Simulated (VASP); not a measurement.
# GaGe (F-43m) in VASP: further runs

One crystal, GaGe, is run at these levels: PBE; tasks: single point.

All numbers are computed with VASP 6.6.1; they aren't measurements. Logs are shortened: lines on timing, memory, paths and dates and some standing lists are left out, and cuts for length are marked.

### 1 Starting point

Symmetry: F-43m, No. 216, cubic system. The conventional cell has a = 5.796 Å, b = 5.796 Å, c = 5.796 Å, α = 90.00°, β = 90.00°, γ = 90.00°. Ge (site symmetry -43m) has 4 Ga at 2.51 Å as nearest neighbours. Ga (site symmetry -43m) has 4 Ge at 2.51 Å as nearest neighbours.

The cell comes from a database or a generator and needn't be the stable form of this composition.

### 2 Single point, PBE

File INCAR:

```
SYSTEM = GaGe
PREC     = Accurate       ! precision mode
ENCUT    = 500            ! plane-wave cutoff, eV
EDIFF    = 1E-6           ! SCF threshold, eV
ISMEAR   = 0              ! smearing method
SIGMA    = 0.02           ! smearing width, eV
LREAL    = .False.        ! projectors in reciprocal space
LASPH    = .True.         ! aspherical terms in the spheres
NELM     = 100            ! most SCF steps
ALGO     = Fast           ! electronic algorithm
ISIF     = 2              ! what is computed and relaxed
LWAVE    = .False.        ! write WAVECAR
LCHARG   = .False.        ! write CHGCAR
GGA      = PE             ! functional
```

File KPOINTS:

```
regular mesh
0
Gamma
  5 5 5
  0 0 0
```

File POSCAR:

```
GaGe
1.0
    0.0000000000      2.8978440000      2.8978440000
    2.8978440000      0.0000000000      2.8978440000
    2.8978440000      2.8978440000      0.0000000000
Ge Ga
1 1
Direct
    0.0000000000      0.0000000000      0.0000000000
    0.2500000000      0.2500000000      0.2500000000
```

Potentials or basis: VASP PAW PBE potentials, release 64 (Ge_d_GW, Ga_d_GW).

The run is started by

```console
cat potpaw_PBE.64/Ge_d_GW/POTCAR potpaw_PBE.64/Ga_d_GW/POTCAR > POTCAR
mpirun -np 1 vasp_std > vasp.out
```

OUTCAR:

```text
SYSTEM = GaGe
   PREC = Accurate
   ENCUT = 500
   EDIFF = 1E-6
   ISMEAR = 0
   LREAL = .False.
   LASPH = .True.
   NELM = 100
   ISIF = 2
   GGA = PE

 ion  position               nearest neighbor table
   1  0.000  0.000  0.000-   2 2.51   2 2.51   2 2.51   2 2.51
   2  0.250  0.250  0.250-   1 2.51   1 2.51   1 2.51   1 2.51

  LATTYP: Found a face centered cubic cell.
 ALAT       =     5.7956880000

  Lattice vectors:

 A1 = (   0.0000000000,   2.8978440000,   2.8978440000)
 A2 = (   2.8978440000,   0.0000000000,   2.8978440000)
 A3 = (   2.8978440000,   2.8978440000,   0.0000000000)

Analysis of symmetry for initial positions (statically):
=====================================================================
 Subroutine PRICEL returns:
 Original cell was already a primitive cell.

 Routine SETGRP: Setting up the symmetry group for a
 face centered cubic supercell.

 Subroutine GETGRP returns: Found 24 space group operations
 (whereof 24 operations were pure point group operations)
 out of a pool of 48 trial point group operations.

The static configuration has the point symmetry T_d .

Analysis of symmetry for dynamics (positions and initial velocities):
=====================================================================
 Subroutine PRICEL returns:
 Original cell was already a primitive cell.

 Routine SETGRP: Setting up the symmetry group for a
 face centered cubic supercell.

 Subroutine GETGRP returns: Found 24 space group operations
 (whereof 24 operations were pure point group operations)
 out of a pool of 48 trial point group operations.

The dynamic configuration has the point symmetry T_d .

 Subroutine INISYM returns: Found 24 space group operations
 (whereof 24 operations are pure point group operations),
 and found     1 'primitive' translations

----------------------------------------------------------------------------------------

                                     Primitive cell

  volume of cell :      48.6693

  direct lattice vectors                    reciprocal lattice vectors
     0.000000000  2.897844000  2.897844000    -0.172542069  0.172542069  0.172542069
     2.897844000  0.000000000  2.897844000     0.172542069 -0.172542069  0.172542069
     2.897844000  2.897844000  0.000000000     0.172542069  0.172542069 -0.172542069

  length of vectors
     4.098170286  4.098170286  4.098170286     0.298851630  0.298851630  0.298851630

  position of ions in fractional coordinates (direct lattice)
     0.000000000  0.000000000  0.000000000
     0.250000000  0.250000000  0.250000000

  ion indices of the primitive-cell ions
   primitive index   ion index
                 1           1
                 2           2

----------------------------------------------------------------------------------------

 KPOINTS: regular mesh

Automatic generation of k-mesh.
 Grid dimensions read from file:
 generate k-points for:    5    5    5

 Generating k-lattice:

  Cartesian coordinates                     Fractional coordinates (reciprocal lattice)
    -0.034508414  0.034508414  0.034508414     0.200000000  0.000000000  0.000000000
     0.034508414 -0.034508414  0.034508414     0.000000000  0.200000000  0.000000000
     0.034508414  0.034508414 -0.034508414     0.000000000  0.000000000  0.200000000

  Length of vectors
     0.059770326  0.059770326  0.059770326

  Shift w.r.t. Gamma in fractional coordinates (k-lattice)
     0.000000000  0.000000000  0.000000000

 Subroutine IBZKPT returns following result:
 ===========================================

 Found     10 irreducible k-points:

 Following reciprocal coordinates:
            Coordinates               Weight
  0.000000  0.000000  0.000000      1.000000
  0.200000  0.000000  0.000000      8.000000
  0.400000  0.000000  0.000000      8.000000
  0.200000  0.200000  0.000000      6.000000
  0.400000  0.200000  0.000000     24.000000
 -0.400000  0.200000  0.000000     24.000000
 -0.200000  0.200000  0.000000     12.000000
  0.400000  0.400000  0.000000      6.000000
 -0.400000  0.400000  0.000000     12.000000
 -0.400000  0.400000  0.200000     24.000000
   k-points           NKPTS =     10   k-points in BZ     NKDIM =     10   number of bands    NBANDS=     17
   number of dos      NEDOS =    301   number of ions     NIONS =      2
   total plane-waves  NPLWV =  27000
   dimension x,y,z NGX =    30 NGY =   30 NGZ =   30
   dimension x,y,z NGXF=    60 NGYF=   60 NGZF=   60
   ions per type =               1   1
   NGX,Y,Z   is equivalent  to a cutoff of  12.17, 12.17, 12.17 a.u.
   NGXF,Y,Z  is equivalent  to a cutoff of  24.34, 24.34, 24.34 a.u.
 SYSTEM =  GaGe
   PREC   = accura    normal or accurate (medium, high low for compatibility)
   ISTART =      0    job   : 0-new  1-cont  2-samecut
   ICHARG =      2    charge: 1-file 2-atom 10-const
   ISPIN  =      1    spin polarized calculation?
   LNONCOLLINEAR =      F non collinear calculations
   LSORBIT =      F    spin-orbit coupling
   LASPH  =      T    aspherical Exc in radial PAW
   ENCUT  =  500.0 eV  36.75 Ry    6.06 a.u.   7.47  7.47  7.47*2*pi/ulx,y,z
   NELM   =    100;   NELMIN=  2; NELMDL= -5     # of ELM steps
   EDIFF  = 0.1E-05   stopping-criterion for ELM
   LREAL  =      F    real-space projection
   EDIFFG = 0.1E-04   stopping-criterion for IOM
   NSW    =      0    number of steps for IOM
   IBRION =     -1    ionic relax: 0-MD 1-quasi-New 2-CG
   NFREE  =      0    steps in history (QN), initial steepest desc. (CG)
   ISIF   =      2    stress and relaxation
   ISYM   =      2    0-nonsym 1-usesym 2-fastsym
   POTIM  = 0.5000    time-step for ionic-motion
   TEBEG  =    0.0;   TEEND  =   0.0 temperature during run
   PSTRESS=    0.0 pullay stress
   NELECT =      27.0000    total number of electrons
   NUPDOWN=      -1.0000    fix difference up-down
   EMIN   =  10.00;   EMAX   =-10.00  energy-range for DOS
   EFERMI =   0.00;   METHOD = LEGACY
   ISMEAR =     0;   SIGMA  =   0.02  broadening in eV -4-tet -1-fermi 0-gaus
   EFERMI_NEDOS =   21; number of points for ismear=-14 and -15
   IALGO  =     68    algorithm
   IMIX   =      4    mixing-type and parameters
     AMIX     =   0.40;   BMIX     =  1.00
     AMIX_MAG =   1.60;   BMIX_MAG =  1.00
  volume/ion in A,a.u.               =      24.33       164.22
  Fermi-wavevector in a.u.,A,eV,Ry     =   1.345172  2.542006 24.619567  1.809487
  Thomas-Fermi vector in A             =   2.473106
   LORBIT       =      0    0 simple, 1 ext, 2 COOP (PROOUT), +10 PAW based schemes
   GGA     = PE    functional components
   LHFCALC =     F    Hartree Fock is set to
   AEXX    =    0.0000 exact exchange contribution
   IVDW    =     0    specifies the selected vdW correction
   LEPSILON=     F    determine dielectric tensor
   LRPA    =     F    only Hartree local field effects (RPA)
 non-spin polarized calculation
 RMM-DIIS sequential band-by-band and
 Gauss-broadening in eV      SIGMA  =   0.02
  energy-cutoff  :      500.00
  volume of cell :       48.67
 maximum number of plane-waves:      1251
 NGX is ok and might be reduce to    30
   NGX = 15   NGY = 15   NGZ = 15

 number of electron      26.9999991 magnetization

 Free energy of the ion-electron system (eV)
  ---------------------------------------------------
  ext. energy  EPLUGINS =         0.00000000
  ---------------------------------------------------
  free energy    TOTEN  =        -7.12952808 eV

  energy without entropy =       -7.12828555  energy(sigma->0) =       -7.12890681

 E-fermi :   1.9353     XC(G=0):  -9.6444

 val. band max:        1.9204152023   @ k =  -0.4000   0.2000   0.0000
 cond. band min:       2.2052034710   @ k =   0.2000   0.2000   0.0000
 fundamental gap:      0.2847882687
 Fermi energy:         1.9353276947

 k-point     1 :       0.0000    0.0000    0.0000
  band No.  band energies     occupation
      1     -21.9557      2.00000
      2     -21.9557      2.00000
      3     -21.9557      2.00000
      4     -21.9365      2.00000
      5     -21.9365      2.00000
      6     -12.3167      2.00000
[... 9 lines left out ...]
     16       6.3960      0.00000
     17       6.3960      0.00000

 k-point     2 :       0.2000    0.0000    0.0000
  band No.  band energies     occupation
      1     -21.9557      2.00000
      2     -21.9548      2.00000
      3     -21.9548      2.00000
      4     -21.9361      2.00000
      5     -21.9361      2.00000
      6     -12.3260      2.00000
[... 9 lines left out ...]
     16       7.1850      0.00000
     17       7.1990      0.00000

 k-point     3 :       0.4000    0.0000    0.0000
  band No.  band energies     occupation
      1     -21.9554      2.00000
      2     -21.9535      2.00000
      3     -21.9535      2.00000
      4     -21.9355      2.00000
      5     -21.9355      2.00000
      6     -12.3408      2.00000
[... 9 lines left out ...]
     16       7.4207      0.00000
     17       7.4207      0.00000

 k-point     4 :       0.2000    0.2000    0.0000
  band No.  band energies     occupation
      1     -21.9570      2.00000
      2     -21.9540      2.00000
      3     -21.9540      2.00000
      4     -21.9369      2.00000
      5     -21.9354      2.00000
      6     -12.3350      2.00000
[... 9 lines left out ...]
     16       6.6052      0.00000
     17       8.6696      0.00000

 k-point     5 :       0.4000    0.2000    0.0000
  band No.  band energies     occupation
      1     -21.9568      2.00000
      2     -21.9528      2.00000
      3     -21.9524      2.00000
      4     -21.9369      2.00000
      5     -21.9345      2.00000
      6     -12.3465      2.00000
[... 9 lines left out ...]
     16       7.1899      0.00000
     17       8.5400      0.00000

 k-point     6 :      -0.4000    0.2000    0.0000
  band No.  band energies     occupation
      1     -21.9550      2.00000
      2     -21.9533      2.00000
      3     -21.9524      2.00000
      4     -21.9359      2.00000
      5     -21.9349      2.00000
      6     -12.3468      2.00000
[... 9 lines left out ...]
     16       7.8212      0.00000
     17       8.6803      0.00000

 k-point     7 :      -0.2000    0.2000    0.0000
  band No.  band energies     occupation
      1     -21.9555      2.00000
      2     -21.9538      2.00000
      3     -21.9538      2.00000
      4     -21.9361      2.00000
      5     -21.9355      2.00000
      6     -12.3373      2.00000
[... 9 lines left out ...]
     16       7.7985      0.00000
     17       8.2368      0.00000

 k-point     8 :       0.4000    0.4000    0.0000
  band No.  band energies     occupation
      1     -21.9590      2.00000
      2     -21.9506      2.00000
      3     -21.9506      2.00000
      4     -21.9380      2.00000
      5     -21.9332      2.00000
      6     -12.3612      2.00000
[... 9 lines left out ...]
     16       4.9824      0.00000
     17      12.0282      0.00000

 k-point     9 :      -0.4000    0.4000    0.0000
  band No.  band energies     occupation
      1     -21.9577      2.00000
      2     -21.9511      2.00000
      3     -21.9506      2.00000
      4     -21.9375      2.00000
      5     -21.9336      2.00000
      6     -12.3588      2.00000
[... 9 lines left out ...]
     16       6.6982      0.00000
     17      11.4432      0.00000

 k-point    10 :      -0.4000    0.4000    0.2000
  band No.  band energies     occupation
      1     -21.9559      2.00000
      2     -21.9531      2.00000
      3     -21.9506      2.00000
      4     -21.9367      2.00000
      5     -21.9341      2.00000
      6     -12.3523      2.00000
[... 9 lines left out ...]
     16       7.2146      0.00000
     17       7.8636      0.00000

------------------------ aborting loop because EDIFF is reached ----------------------------------------

  FORCE on cell =-STRESS in cart. coord.  units (eV):
  Direction    XX          YY          ZZ          XY          YZ          ZX
  --------------------------------------------------------------------------------------
  -------------------------------------------------------------------------------------
  Total       -0.2188398     -0.2188398     -0.2188398      0.0000000     -0.0000000      0.0000000
  in kB       -7.2041369     -7.2041369     -7.2041369      0.0000000     -0.0000000      0.0000000
  external PRESSURE =      -7.2041369 kB  Pullay stress =       0.0000000 kB

 VOLUME and BASIS-vectors are now :
 -----------------------------------------------------------------------------
  energy-cutoff  :      500.00
  volume of cell :       48.67
      direct lattice vectors                 reciprocal lattice vectors
     0.000000000  2.897844000  2.897844000    -0.172542069  0.172542069  0.172542069
     2.897844000  0.000000000  2.897844000     0.172542069 -0.172542069  0.172542069
     2.897844000  2.897844000  0.000000000     0.172542069  0.172542069 -0.172542069

 POSITION                                       TOTAL-FORCE (eV/Angst)
 -----------------------------------------------------------------------------------
      0.00000      0.00000      0.00000         0.000000      0.000000      0.000000
      1.44892      1.44892      1.44892        -0.000000     -0.000000     -0.000000
 -----------------------------------------------------------------------------------
    total drift:                               -0.000000     -0.000000     -0.000000

  FREE ENERGIE OF THE ION-ELECTRON SYSTEM (eV)
  ---------------------------------------------------
  free  energy   TOTEN  =        -7.1295280789 eV

  energy  without entropy=       -7.1282855468  energy(sigma->0) =       -7.12890681
```

Wall time 12 s (1 thread of Intel Xeon Platinum 8559C (Emerald Rapids), shared host); peak memory 0.16 GiB.

Results:

```
Free energy            : -7.1295 eV
Pressure               : -0.7 GPa
Band gap on the k mesh : none (metal or under the smearing width)
```

Caveat: the k mesh is coarse (spacing up to 0.38 Å⁻¹), so the values aren't converged; the cutoff is under 1.25 times the usual one of these potentials, so pressure, stress and relaxed cells hold a basis-set (Pulay) error.

### 3 Single point, PBE

File INCAR:

```
SYSTEM = GaGe
PREC = Accurate
ENCUT = 350
EDIFF = 1E-6
ISMEAR = 0
SIGMA = 0.02
LREAL = .False.
LASPH = .True.
NELM = 80
ALGO = Fast
ISIF = 2
LWAVE = .False.
LCHARG = .True.
GGA = PE
LELF = .True.
LVHAR = .True.
```

File KPOINTS:

```
regular mesh
0
Gamma
  4 4 4
  0 0 0
```

POSCAR is that of step 2.

Potentials or basis: VASP PAW PBE potentials, release 64 (Ge_d_GW, Ga_d_GW).

The run is started by

```console
cat potpaw_PBE.64/Ge_d_GW/POTCAR potpaw_PBE.64/Ga_d_GW/POTCAR > POTCAR
mpirun -np 1 vasp_std > vasp.out
```

Wall time 6.5 s (1 thread of AMD EPYC 9R45 (Zen 5), shared host); peak memory 0.11 GiB.

The run converged, but a check on its numbers failed (symmetry, net force, bounds or a known fault of this set-up), so they aren't taken as properties of the crystal.

Caveat: the k mesh is coarse (spacing up to 0.47 Å⁻¹), so the values aren't converged; the cutoff lies under the usual one of these potentials, so the numbers hold a large basis-set error.

### 4 Single point, PBE

File INCAR:

```
SYSTEM = GaGe
PREC = Accurate
ENCUT = 500
EDIFF = 1E-6
ISMEAR = 0
SIGMA = 0.02
LREAL = .False.
LASPH = .True.
NELM = 80
ALGO = Normal
ISIF = 2
LWAVE = .False.
LCHARG = .False.
GGA = PE
```

File KPOINTS:

```
Automatic mesh
0
Gamma
  4 4 4
  0 0 0
```

POSCAR is that of step 3.

The run is started by

```console
cat potpaw_PBE.64/Ge_d_GW/POTCAR potpaw_PBE.64/Ga_d_GW/POTCAR > POTCAR
mpirun -np 1 vasp_std > vasp.out
```

Run time: 8.4 s. Hardware: 1 thread of Intel Xeon 6975P-C (Granite Rapids), shared host; peak memory 0.15 GiB.

Results (log left out):

* Free energy: -7.0704 eV
* Pressure: -0.9 GPa
* Band gap on the k mesh: none (metal or under the smearing width)

Levels at points of the mesh, in eV from the Fermi level:
| k point | band 12 | band 13 | band 14 | band 15 | band 16 | band 17 |
| --- | --- | --- | --- | --- | --- | --- |
| (0.00, 0.00, 0.00) | 1.40 | 1.40 | 1.40 | 1.78 | 4.07 | 4.07 |
| (0.50, 0.00, 0.00) | -5.65 | 0.10 | 0.10 | 1.78 | 5.06 | 5.06 |
| (0.50, 0.50, 0.00) | -6.10 | -1.54 | -1.54 | 2.05 | 2.15 | 10.72 |

Caveat: the k mesh is coarse (spacing up to 0.47 Å⁻¹), so the values aren't converged; the cutoff is under 1.25 times the usual one of these potentials, so pressure, stress and relaxed cells hold a basis-set (Pulay) error.

### 5 Single point, PBE

File INCAR:

```
SYSTEM = GaGe
PREC = Accurate
ENCUT = 450
EDIFF = 1E-7
ISMEAR = 0
SIGMA = 0.02
LREAL = .FALSE.
LASPH = .TRUE.
NELM = 100
ALGO = Fast
ISIF = 2
LWAVE = .FALSE.
LCHARG = .FALSE.
GGA = PE
NBANDS = 20
```

File KPOINTS:

```
regular mesh
0
G
  5 5 5
  0 0 0
```

POSCAR is that of step 4.

The run is started by

```console
cat potpaw_PBE.64/Ge_d_GW/POTCAR potpaw_PBE.64/Ga_d_GW/POTCAR > POTCAR
mpirun -np 1 vasp_std > vasp.out
```

It took 16 s on 1 thread of Intel Xeon 6975P-C (Granite Rapids), shared host; peak memory 0.14 GiB.

Results (log left out):

| Item | Value |
| --- | --- |
| Free energy | -7.1298 eV |
| Band gap on the k mesh | none (metal or under the smearing width) |

Levels at points of the mesh, in eV from the Fermi level:
```csv
k point,band 9,band 10,band 11,band 12,band 13,band 14,band 15,band 16,band 17,band 18
"(0.00, 0.00, 0.00)",-14.19,-14.19,-10.44,1.78,1.78,1.78,2.16,4.46,4.46,4.46
```

Caveat: the k mesh is coarse (spacing up to 0.38 Å⁻¹), so the values aren't converged; the cutoff is under 1.25 times the usual one of these potentials, so pressure, stress and relaxed cells hold a basis-set (Pulay) error.

### 6 The runs side by side

```csv
k mesh,cutoff (eV),further INCAR settings,gap on the mesh (eV),pressure (GPa)
5 × 5 × 5,500,ALGO = Fast; EDIFF = 1e-06,none,-0.7
4 × 4 × 4,500,ALGO = Normal; EDIFF = 1e-06,none,-0.9
5 × 5 × 5,450,ALGO = Fast; EDIFF = 1e-07; NBANDS = 20,none,-
```

Alike in all rows: task single point; level PBE; potentials or basis VASP PAW PBE potentials, release 64 (Ge_d_GW, Ga_d_GW); no spin polarisation; cell as given; smearing gaussian 0.02 eV; the mesh is coarse, so values aren't converged.

Caveats: all runs use coarse meshes; the cutoff is under 1.25 times the usual one of these potentials, so pressure, stress and relaxed cells hold a basis-set (Pulay) error.

Total energies depend on the potentials used, so only differences within one code and one set of settings carry meaning.
